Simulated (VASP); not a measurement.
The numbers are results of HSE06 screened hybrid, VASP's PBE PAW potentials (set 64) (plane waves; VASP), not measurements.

VASP ran on this input.

File KPOINTS:
```
kpoints
0
G
  1 1 1
0 0 0
```

POSCAR:
```
Mg32O31S
1.0
  8.4869590160   0.0000000000   0.0000000000
  0.0000000000   8.4869590160   0.0000000000
  0.0000000000   0.0000000000   8.4869590160
Mg O S
32 31 1
Cart
  4.2448098940   0.0027549908   8.4463862097
  6.3645442237   2.1243622243   0.0020930734
  6.4048603309   0.0041753258   2.1221835575
  0.0000195073   0.0017533718   8.4747192782
  2.1205261503   2.1260743037   0.0012588002
  4.2425821054   4.2458286193   8.3247610784
  6.3654547972   6.3664365677   0.0004263110
  2.0833811970   0.0040378829   2.1205687735
  4.2412080532   1.9604101028   2.1217434636
  6.5284057988   4.2463821337   2.1243747782
  4.2438948216   0.0033785930   4.2848408250
  6.3633073199   2.1247172203   4.2438518250
  6.3785730422   0.0015788027   6.3659977088
  8.4854809196   4.2465067630   8.4490330749
  2.1239560470   6.3684866614   0.0004596596
  0.0001389536   2.0861502948   2.1217378894
  1.9555483144   4.2506739346   2.1228189430
  4.2465338084   6.5340751468   2.1231178995
  0.0001163087   0.0022730045   4.2556586854
  2.1204302162   2.1250616278   4.2434053625
  4.2396316803   4.2452639497   4.4106554604
  6.3654399246   6.3664132957   4.2449981288
  2.1098267845   0.0025468863   6.3658680433
  4.2422263296   2.0841981678   6.3665720145
  6.4035398900   4.2434502178   6.3670249593
  0.0001630896   6.4087922465   2.1215967420
  8.4862747142   4.2454936000   4.2853164673
  2.1228473378   6.3696100233   4.2435944571
  8.4862061642   2.1110650564   6.3664813339
  2.0809746145   4.2458263049   6.3671959995
  4.2444290476   6.4056015760   6.3658478588
  0.0008833880   6.3780536683   6.3660966039
  6.4000918974   2.0902917025   2.1225894734
  8.4868142845   4.2479209314   2.1227372204
  8.4864930658   2.1204341550   4.2465329351
  2.0859066681   2.0905853080   2.1220757756
  6.4005384820   6.4042825727   2.1231749480
  0.0000095894   0.0044772706   2.1210451821
  4.2410924965   2.0897678628   4.2807984974
  6.3990768384   4.2448237600   4.2816922430
  8.4867462004   6.3709560160   4.2470484118
  6.3680410952   2.1194312944   6.3667907998
  8.4854760616   4.2448417006   6.3671928084
  8.4854956759   2.1206188924   8.4852111208
  2.0864527793   6.4049382234   2.1219421077
  4.2443186578   0.0046959218   2.1221649744
  2.0852818429   4.2471232447   4.2814921035
  4.2442487244   6.4028284061   4.2811589004
  6.3683715494   0.0038077955   4.2476749148
  2.1168180434   2.1203536825   6.3660569401
  4.2422700153   4.2455144465   6.3673886365
  6.3697828280   6.3691008873   6.3657886818
  0.0004835436   0.0012168967   6.3657784160
  4.2426097806   2.0891906104   8.4522883338
  6.3993725546   4.2450716887   8.4528769468
  0.0010134167   6.3706841159   8.4839371782
  2.1190194698   0.0033545724   4.2472451267
  2.1184725616   6.3713021541   6.3669879587
  4.2445550128   0.0023818201   6.3659669716
  2.0856457459   4.2472926410   8.4528390432
  4.2447240102   6.4025998073   8.4516947160
  6.3690023155   0.0022890152   8.4837079896
  2.1189037314   0.0030386835   8.4828548610
  4.2421332455   4.2487721097   2.1243809372
```

**INCAR**
```
# general
SYSTEM   = Mg32O31S
PREC     = Normal
ENCUT    = 400   # plane-wave cut-off (eV)
LREAL    = Auto   # projection in real space or not
LASPH    = .True.
ISYM     = 0
NELECT   = 257.0

# electronic loop
EDIFF    = 1E-5   # SCF stop (eV)
NELM     = 50   # most electronic steps
NELMIN   = 4
ALGO     = Normal   # blocked Davidson

# smearing
ISMEAR   = 0
SIGMA    = 0.05   # width (eV)

# functional
GGA      = PE   # PBE
LHFCALC  = .True.
AEXX     = 0.25
HFSCREEN = 0.2   # 1/Angstrom
PRECFOCK = Fast

# spin
ISPIN    = 2
MAGMOM   = 64*0.0156
NUPDOWN  = 1

# ions
ISIF     = 0

# output
LWAVE    = .False.
LCHARG   = .False.
LORBIT   = 10
```

POTCAR, in this order: Mg O S (PBE.64 set). Program: vasp_gam. Read from the step before: WAVECAR.

Problem. What will the output report for the number of irreducible k-points (NKPTS), largest plane-wave count, FFT grid (NGX, NGY, NGZ)?

Solution. 
- number of irreducible k-points (NKPTS): 1
- largest plane-wave count: 5534
- FFT grid (NGX, NGY, NGZ): 42 × 42 × 42

The cell is a supercell with a defect, built from MgO (rock salt): S_O, charge -1. The cell's shape comes from a PBE relaxation.
